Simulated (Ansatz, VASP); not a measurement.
# Cross-check of Sb (antimonene) between VASP and Ansatz, part 2 of 2

Aim: how closely do two programs agree when they are given the same cell, functional and k mesh?

VASP 6.6.1 and Ansatz 0.2.0.

So far: Starting point; VASP: band structure, PBE with D3(BJ), spin-orbit coupling.

### Step 3. Ansatz: band structure, PBE with D3(BJ), spin-orbit coupling

Level of this step: Ansatz beside VASP: Kohn-Sham DFT, plane waves, PBE with D3(BJ), spin-orbit coupling (Ansatz).

Ansatz runs on its fully relativistic PAW (standard-fr) files.

The same cell, functional, mesh and smearing now go to Ansatz, which takes its cutoff from its data sets.

input.yaml

```yaml
crystal:
  lattice:
    - [4.0639014488, 0.0, 0.0]
    - [-2.0319507244, 3.5194418932, 0.0]
    - [0.0, 0.0, 22.0]
  atoms:
    - { symbol: Sb, position: [0.3333333333, 0.6666666667, 0.4622283598] }
    - { symbol: Sb, position: [0.6666666667, 0.3333333333, 0.5377716402] }
hamiltonian:
  xc: pbe
  pseudopotentials: { kind: paw_fr }
  dispersion: d3bj
magnetization:
  noncollinear: true
  spin_orbit: true
kpoints:
  mp_grid: { grid: [9, 9, 1] }
  band_path:
    path:
      - [0.0, 0.0, 0.0]
      - [0.03846, 0.0, 0.0]
      - [0.07692, 0.0, 0.0]
      - [0.15385, 0.0, 0.0]
      - [0.19231, 0.0, 0.0]
      - [0.26923, 0.0, 0.0]
      - [0.30769, 0.0, 0.0]
      - [0.34615, 0.0, 0.0]
      - [0.42308, 0.0, 0.0]
      - [0.46154, 0.0, 0.0]
      - [0.5, 0.0, 0.0]
      - [0.48718, 0.02564, 0.0]
      - [0.47436, 0.05128, 0.0]
      - [0.44872, 0.10256, 0.0]
      - [0.4359, 0.12821, 0.0]
      - [0.41026, 0.17949, 0.0]
      - [0.39744, 0.20513, 0.0]
      - [0.37179, 0.25641, 0.0]
      - [0.35897, 0.28205, 0.0]
      - [0.34615, 0.30769, 0.0]
      - [0.33333, 0.33333, 0.0]
      - [0.30769, 0.30769, 0.0]
      - [0.25641, 0.25641, 0.0]
      - [0.23077, 0.23077, 0.0]
      - [0.20513, 0.20513, 0.0]
      - [0.15385, 0.15385, 0.0]
      - [0.12821, 0.12821, 0.0]
      - [0.07692, 0.07692, 0.0]
      - [0.05128, 0.05128, 0.0]
      - [0.0, 0.0, 0.0]
    npoints: 1
scf:
  occupations: { method: gaussian, width: 0.03 }
  n_extra_bands: 14
efield:
  axis: 3
  dipole_correction: true
  ramp_width: 0.04
output:
  forces: true
  eigenvalues: true
  write_density: true
  write_potential: true
  elf: true
  volumetric_format: npy
```

On the command line:

```
$ ansatz run input.yaml --threads 2 --pin off --max-ram 4608MiB --backend cpu --events-out ev --progress --plain --runs-dir out
```

Numbers of over 12 decimals in the logs are rounded to 6 here.

The log of the run:

```text
scf.n_extra_bands = 14 over 30 filled bands (N_el = 30.0): the run solves 44 bands
Engine: ansatz 0.2.0, aarch64-unknown-linux-gnu
Pseudopotentials: kind: paw_fr
Pseudopotential: Sb, paw_fr, valence charge 15, recommended cutoff 420 eV (normal), Sb.paw.azcp#standard-fr
Functional definition: PBE
  parameter kappa = 0.804
  parameter beta = 0.066725
  exchange = pbe_x(kappa = kappa, mu = beta*pi^2/3)
  correlation = pbe_c(beta = beta)
non-collinear run that drives no moment, with spin-orbit: no starting moment large enough to seed its density (crystal.atoms[].spin), no starting occupations that ask for one, no magnetisation constraint and no magnetic field, so the semilocal B_xc is pinned to zero
Crystal: 2 atoms, lattice volume = 314.659 Å³
Basis set: ecut = 420 eV, 6157 PW (Γ), exchange–correlation on 60×60×300 points (8 copies of the dense FFT grid, shifted against one another)
Bands: 44, of which v1, the nominal top of the filled ones, is band 30 counted from 1 (29 counted from 0)
Symmetry: 6 space group operations + 6 with time reversal
k-points: 12 of 81 (time reversal used)
Projection manifold: j_resolved (fully-relativistic pseudo-atomic orbitals)
Non-local potential: Sb, projectors of the file, l = 0: 2, l = 1: 4, l = 2: 4, l = 3: 4
PAW form: soft (Blöchl's): semilocal exchange-correlation on the pseudo side does not see the compensation charge
PAW one-centre angular grid: Sb, 590 points (default); XC on 96 Gauss nodes
Initial density: superposition of atomic densities (neutral atoms: chi_scale 0, normalization atom)
Initial wavefunctions: pseudopotential atomic-orbital guess
Functional: x = pbe(κ = 0.804, μ = 0.219515), c = pbe(β = 0.066725)
iter 1 solved again at ethr=8.10e-4 eV; its pass at ethr=3.10e-3 eV (dr2=2.43e-1 eV) is discarded
SCF iter   1: F=—  HF=-12974.149638 eV  |F-HF|=—  |Δ(HF+E_count)|=         —  Δρ=8.57e-3  dr2=2.50e-1  dr2_m=0.00e0 (ungated)  ethr=8.10e-4  |M|=0.00e0 ∫|m|=0.00e0 μB  |m|>n=0.0e0 m-floor=0.0e0 τ_xc=0.0e0  β_m=0.30  p=0.000 e·Å  D=6.92e-15 V/Å  ΔV_dip=-0.00 eV  dr2_dipole=1.82e-14  V_vac-E_F(+/−)=4.61/4.61 eV  ⟨swp⟩=3.8  Hψ=4288  notcnv=0
efield: sawtooth ramp at fractional position 0.9800 (placed from the atoms, in the widest stretch of the axis that holds none; the zero of the levels goes with the place), width 0.0400; the density the first Hamiltonian is built on has a dipole p = 0.000 e·Å; the dipole correction subtracts the counter field D = 6.92e-15 V/Å, which shifts the + side's vacuum level by -0.00 eV against the − side's; the planar-averaged density in the ramp window peaks in size at 5.0e-9 e/Å³
preconditioner: auto → Resta (q_TF=auto, 1.844 Å⁻¹)  ε∞=1.5  [insulator: Δε(μ)=0.966 eV  Ē_g=9.437 eV  σ=0.030 eV  W_gap=1.00  n_scr=30 (ndim 8)  ℏωp=6.6 eV  f_vac=0.721  D(μ)=0.00/eV (n_scr^D=0)  ε∞_Penn≈1.5  vacuum switching on, ρ_ref=6.5e-3 e/Å³]
spin=Noncollinear: Resta preconditioning applied to the charge; magnetization (m_x, m_y, m_z) channels mix plain (no charge-response kernel on spin).
SCF iter   2: F=—  HF=-12974.125941 eV  |F-HF|=—  |Δ(HF+E_count)|=   2.37e-2  Δρ=6.10e-3  dr2=1.16e-1  dr2_m=0.00e0 (ungated)  ethr=8.10e-4  |M|=0.00e0 ∫|m|=0.00e0 μB  |m|>n=0.0e0 m-floor=0.0e0 τ_xc=0.0e0  β_m=0.63  p=0.000 e·Å  D=1.62e-8 V/Å  ΔV_dip=-0.00 eV  dr2_dipole=1.89e-10  V_vac-E_F(+/−)=4.36/4.36 eV  ⟨swp⟩=2.8  Hψ=659  notcnv=0
SCF iter   3: F=—  HF=-12974.112069 eV  |F-HF|=—  |Δ(HF+E_count)|=   1.39e-2  Δρ=6.05e-4  dr2=4.96e-4  dr2_m=0.00e0 (ungated)  ethr=3.88e-4  |M|=0.00e0 ∫|m|=0.00e0 μB  |m|>n=0.0e0 m-floor=0.0e0 τ_xc=0.0e0  β_m=0.67  p=0.000 e·Å  D=1.75e-5 V/Å  ΔV_dip=-0.00 eV  dr2_dipole=4.04e-8  V_vac-E_F(+/−)=3.94/3.94 eV  ⟨swp⟩=4.8  Hψ=1008  notcnv=0  defer=10
SCF iter   4: F=—  HF=-12974.112558 eV  |F-HF|=—  |Δ(HF+E_count)|=   4.89e-4  Δρ=1.82e-4  dr2=7.06e-5  dr2_m=0.00e0 (ungated)  ethr=1.65e-6  |M|=0.00e0 ∫|m|=0.00e0 μB  |m|>n=0.0e0 m-floor=0.0e0 τ_xc=0.0e0  β_m=0.76  p=-0.000 e·Å  D=-9.01e-5 V/Å  ΔV_dip=0.00 eV  dr2_dipole=5.95e-7  V_vac-E_F(+/−)=3.94/3.94 eV  ⟨swp⟩=3.8  Hψ=1119  notcnv=0  defer=21
SCF iter   5: F=—  HF=-12974.112612 eV  |F-HF|=—  |Δ(HF+E_count)|=   5.35e-5  Δρ=5.30e-5  dr2=8.50e-5  dr2_m=0.00e0 (ungated)  ethr=2.35e-7  |M|=0.00e0 ∫|m|=0.00e0 μB  |m|>n=0.0e0 m-floor=0.0e0 τ_xc=0.0e0  β_m=0.63  p=0.001 e·Å  D=4.54e-4 V/Å  ΔV_dip=-0.01 eV  dr2_dipole=1.62e-5  V_vac-E_F(+/−)=3.94/3.95 eV  ⟨swp⟩=2.9  Hψ=873  notcnv=0  defer=21
SCF iter   6: F=—  HF=-12974.112606 eV  |F-HF|=—  |Δ(HF+E_count)|=   5.38e-6  Δρ=3.76e-5  dr2=4.44e-5  dr2_m=0.00e0 (ungated)  ethr=2.35e-7  |M|=0.00e0 ∫|m|=0.00e0 μB  |m|>n=0.0e0 m-floor=0.0e0 τ_xc=0.0e0  β_m=0.50  p=-0.001 e·Å  D=-3.33e-4 V/Å  ΔV_dip=0.01 eV  dr2_dipole=8.54e-6  V_vac-E_F(+/−)=3.95/3.94 eV  ⟨swp⟩=2.0  Hψ=519  notcnv=0  defer=21
SCF iter   7: F=—  HF=-12974.112602 eV  |F-HF|=—  |Δ(HF+E_count)|=   4.16e-6  Δρ=1.48e-5  dr2=6.12e-6  dr2_m=0.00e0 (ungated)  ethr=1.48e-7  |M|=0.00e0 ∫|m|=0.00e0 μB  |m|>n=0.0e0 m-floor=0.0e0 τ_xc=0.0e0  β_m=0.66  p=-0.000 e·Å  D=-1.25e-4 V/Å  ΔV_dip=0.00 eV  dr2_dipole=1.19e-6  V_vac-E_F(+/−)=3.94/3.94 eV  ⟨swp⟩=1.2  Hψ=475  notcnv=0  defer=21
SCF iter   8: F=—  HF=-12974.112602 eV  |F-HF|=—  |Δ(HF+E_count)|=   3.35e-7  Δρ=3.82e-6  dr2=2.79e-7  dr2_m=0.00e0 (ungated)  ethr=2.04e-8  |M|=0.00e0 ∫|m|=0.00e0 μB  |m|>n=0.0e0 m-floor=0.0e0 τ_xc=0.0e0  β_m=0.73  p=-0.000 e·Å  D=-2.18e-5 V/Å  ΔV_dip=0.00 eV  dr2_dipole=4.89e-8  V_vac-E_F(+/−)=3.94/3.94 eV  ⟨swp⟩=1.6  Hψ=492  notcnv=0  defer=21
SCF iter   9: F=-12974.112602 eV  HF=-12974.112602 eV  |F-HF|=6.04e-10  |Δ(HF+E_count)|=   9.75e-9  Δρ=5.35e-7  dr2=1.75e-9  dr2_m=0.00e0 (ungated)  ethr=3.33e-10  |M|=0.00e0 ∫|m|=0.00e0 μB  |m|>n=0.0e0 m-floor=0.0e0 τ_xc=0.0e0  p=-0.000 e·Å  D=-2.44e-6 V/Å  ΔV_dip=0.00 eV  dr2_dipole=2.18e-10  V_vac-E_F(+/−)=3.94/3.94 eV  ⟨swp⟩=17.6  Hψ=4035  notcnv=0
SCF 1 converged in 9 iterations: F = -12974.112602 eV  dr2 = 1.75e-9
  greatest PAW one-centre occupation: 0.995 electrons in one spin orbital (limit 2), on the Sb atom at site 0 (counted from 0), in its partial waves of l = 2
NSCF: frozen V_eff on 30 k-points
efield: sawtooth ramp at fractional position 0.9800 (kept from the solve that this one continues, or follows in the run), width 0.0400; the density the first Hamiltonian is built on has a dipole p = -0.000 e·Å; the dipole correction subtracts the counter field D = -2.44e-6 V/Å, which shifts the + side's vacuum level by +0.00 eV against the − side's; the planar-averaged density in the ramp window peaks in size at 4.8e-9 e/Å³
SCF converged after 9 iterations
Magnetization: |M| = 0.0000 μB,  M = (+0.0000, +0.0000, +0.0000) μB
Absolute magnetization: 0.0000 μB (∫|m|)
  site 0: m = (+0.0000, +0.0000, +0.0000) μB, |m| = 0.0000 μB  (R = 1.19 Å)
  site 1: m = (+0.0000, +0.0000, +0.0000) μB, |m| = 0.0000 μB  (R = 1.19 Å)
Free energy (F): -12974.112602 eV
Harris-Foulkes:  -12974.112602 eV  (|F-HF|=6.04e-10)
Internal energy: -12974.112602 eV  (E = F + TS)
E sigma→0 (E₀):  -12974.112602 eV
Fermi energy:    -1.222885 eV
Dipole field:    D = 0.000013 V/Å  (p = 0.000023 e·Å, saw-weighted, corrected)
Work function:   Φ+ = 3.9406 eV   Φ− = 3.9409 eV
Levels:          The Fermi level and band energies are counted from a zero that moves with the ramp; work functions are not
--- Per-component energies (eV) ---
  E_band       = -674.537567
  E_kinetic    = 413.130401
  E_local      = -18289.364604  (includes V_loc(G=0)·N_el)
  E_nonlocal   = 725.182222
  E_hartree    = 8828.388287
  E_xc         = -276.200446
  E_vxc        = -191.195751  (∫ρ·V_xc dr)
  E_paw        = -9155.920121  (= ΣΔE_a)
  E_vpaw       = -989.065710  (= ΣTr[D̂ρ^β])
  E_aug_tail   = -0.000003  (compensation charges beyond the density's cutoff)
  E_efield     = 0.000000  (sawtooth field / dipole correction)
  E_vefield    = 0.000000  (∫n·V_field dr)
  E_ewald      = 4781.146031
  E_disp       = -0.474369  (pairwise vdW)
  E_smearing   = -0.000000  (= −TS)
  E_closure    = -0.000000  (closes the sum)
  Σ components = -12974.112602   (vs F -12974.112602, Δ=0.00e0)
--- Forces (eV/Å), atoms counted from 1 ---
  atom   1  Sb    -0.00000000    -0.00000000     0.08335553
  atom   2  Sb     0.00000000     0.00000000    -0.08335977
  max |Σ_I F_I| component: 4.24e-6 eV/Å
--- Band table (eV; the first three rows and the last of 12) ---
  k-point 0: bands = [... 26 lower, -2.0721, -2.0721, -1.6521, -1.6521, -0.3346, -0.3346, 0.6207, 0.6207, ... 10 higher]
  k-point 1: bands = [... 26 lower, -2.6999, -2.6999, -2.1386, -2.1386, 0.0588, 0.0588, 0.9157, 0.9157, ... 10 higher]
  k-point 2: bands = [... 26 lower, -2.9456, -2.9456, -2.5140, -2.5140, -0.5736, -0.5736, 1.3630, 1.3630, ... 10 higher]
  k-point 11: bands = [... 26 lower, -4.0205, -4.0205, -3.8395, -3.8395, -0.6682, -0.6682, 1.4229, 1.4229, ... 10 higher]
```

Run time: 100 s. Hardware: 2 threads of Arm Neoverse N1, shared host; peak memory 1 GiB.

### Step 4. Side by side

Known differences besides the potentials themselves: spin-orbit coupling enters by fully relativistic files in Ansatz and inside the spheres in VASP; the data sets hold 30 valence electrons in Ansatz (fully relativistic PAW (standard-fr) files) and 10 in VASP; the cutoff is 420 eV in Ansatz and 350 eV in VASP (PREC = Normal). Total energies have different zeros and are not compared.

The two programs side by side:

```csv
quantity,Ansatz,VASP,difference
gap over the path points (eV),0.846,0.857,-0.011
```

Levels at points of the path, from each program's valence-band top (eV; 8 filled, then empty):

```
k (reciprocal lattice)                                                                         Ansatz                                                                           VASP
     0.000 0.000 0.000    -6.80 -6.80 -1.30 -1.30 -0.42 -0.42 0.00 0.00 1.32 1.32 2.27 2.27 2.74 2.74    -6.75 -6.75 -1.25 -1.25 -0.41 -0.41 0.00 0.00 1.30 1.30 2.30 2.30 2.75 2.75
     0.038 0.000 0.000  -6.80 -6.80 -1.30 -1.30 -0.53 -0.53 -0.13 -0.13 1.49 1.49 2.29 2.29 2.73 2.73  -6.75 -6.75 -1.25 -1.25 -0.52 -0.52 -0.13 -0.13 1.48 1.48 2.31 2.31 2.74 2.74
     0.077 0.000 0.000  -6.79 -6.79 -1.36 -1.36 -0.83 -0.83 -0.33 -0.33 1.73 1.73 2.36 2.36 2.75 2.75  -6.75 -6.75 -1.32 -1.32 -0.82 -0.82 -0.33 -0.33 1.73 1.73 2.38 2.38 2.76 2.76
     0.154 0.000 0.000  -6.79 -6.79 -2.06 -2.06 -1.13 -1.13 -0.67 -0.67 1.49 1.49 2.83 2.83 3.05 3.05  -6.74 -6.74 -2.05 -2.05 -1.09 -1.09 -0.66 -0.66 1.50 1.50 2.85 2.85 3.07 3.07
     0.192 0.000 0.000  -6.81 -6.81 -2.51 -2.51 -1.20 -1.20 -0.79 -0.79 1.25 1.25 2.96 2.96 3.23 3.23  -6.76 -6.76 -2.51 -2.51 -1.17 -1.17 -0.77 -0.77 1.26 1.26 2.99 2.99 3.24 3.24
     0.269 0.000 0.000  -6.97 -6.97 -3.22 -3.22 -1.47 -1.47 -0.97 -0.97 0.90 0.90 2.97 2.97 3.26 3.26  -6.94 -6.94 -3.22 -3.22 -1.45 -1.45 -0.93 -0.93 0.91 0.91 2.99 2.99 3.28 3.28
     0.308 0.000 0.000  -7.13 -7.13 -3.43 -3.43 -1.63 -1.63 -1.10 -1.10 0.84 0.84 2.80 2.80 3.24 3.24  -7.11 -7.11 -3.42 -3.42 -1.61 -1.61 -1.06 -1.06 0.86 0.86 2.82 2.82 3.27 3.27
     0.346 0.000 0.000  -7.36 -7.36 -3.54 -3.54 -1.77 -1.77 -1.27 -1.27 0.88 0.88 2.59 2.59 3.22 3.22  -7.34 -7.34 -3.52 -3.52 -1.75 -1.75 -1.23 -1.23 0.89 0.89 2.60 2.60 3.26 3.26
     0.423 0.000 0.000  -7.88 -7.88 -3.53 -3.53 -2.03 -2.03 -1.59 -1.59 1.10 1.10 2.17 2.17 3.19 3.19  -7.88 -7.88 -3.50 -3.50 -2.00 -2.00 -1.57 -1.57 1.11 1.11 2.19 2.19 3.22 3.22
     0.462 0.000 0.000  -8.09 -8.09 -3.48 -3.48 -2.13 -2.13 -1.69 -1.69 1.22 1.22 2.02 2.02 3.17 3.17  -8.09 -8.09 -3.44 -3.44 -2.10 -2.10 -1.67 -1.67 1.22 1.22 2.05 2.05 3.21 3.21
```

At this near-relaxed geometry the largest component of a force difference is 91 meV/Å. Among the levels compared at these points, filled levels agree within 50 meV and empty ones within 38 meV.

### Step 5. What the set-up changes

Further runs change the set-up of one program: Ansatz's method, potentials or start, or VASP's data sets, cutoff or form of LDA. The table gives Ansatz less VASP for each quantity, since a change that brings one quantity closer may part another.

```csv
run,r.m.s. force difference (meV/Å),gap over the path points (eV)
as above,52,-0.011
Ansatz's larger PAW set (cutoff 430 eV),53,-0.011
norm-conserving potentials (cutoff 1088 eV),42,-0.019
```

### Step 6. Results

```
r.m.s. force difference (band structure, PBE with D3(BJ), spin-orbit coupling) : 52 meV/Å
```

**Reading.** The r.m.s. force difference is 52 meV/Å (band structure, PBE with D3(BJ), spin-orbit coupling), beyond the 12 meV/Å picked in this series as the mark of a large difference. Band structure, PBE with D3(BJ), spin-orbit coupling, norm-conserving potentials (cutoff 1088 eV): the difference in gap over the path points goes from -0.011 to -0.019 eV. 6 further runs of this series are not shown here. How closely two codes agree says nothing of how well the functional describes the real material.

[Lines on the potential files, build, host, timing and source positions are cut from VASP's logs without a mark.]

[Logs are printed without paths, hosts, clocks, repeated set-up lines and the standing remarks that a program may print on its own settings, such as how far it seeks lower states.]

[Hosts, paths, dates, database ids (printed as entryN), source tags and the programs' standing remarks are cut or masked in the printed files.]
